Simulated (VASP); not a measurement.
Data:

```
CaF2
1.0
    0.00000     2.74890     2.74890
    2.74890     0.00000     2.74890
    2.74890     2.74890     0.00000
Ca F
1 2
Direct
  0.00000   0.00000   0.00000
  0.25000   0.25000   0.25000
  0.75000   0.75000   0.75000
```

Level of theory: RPBE GGA, VASP's PBE PAW potentials (set 64) (plane waves; VASP). Numerical set-up: 520 eV cut-off, 7×7×7 Γ-centred mesh, Gaussian smearing of 0.050 eV, potentials Ca_sv F.

### Question
Give the stress tensor in GPa (positive for a compressed cell).

### Answer

```
4.88  0.00  0.00
0.00  4.88  0.00
0.00  0.00  4.88
```
The pressure is its mean diagonal, 4.88 GPa.

The compound is CaF2 in the fluorite structure. This cell is one point of a volume scan, at 0.94 of the reference volume.
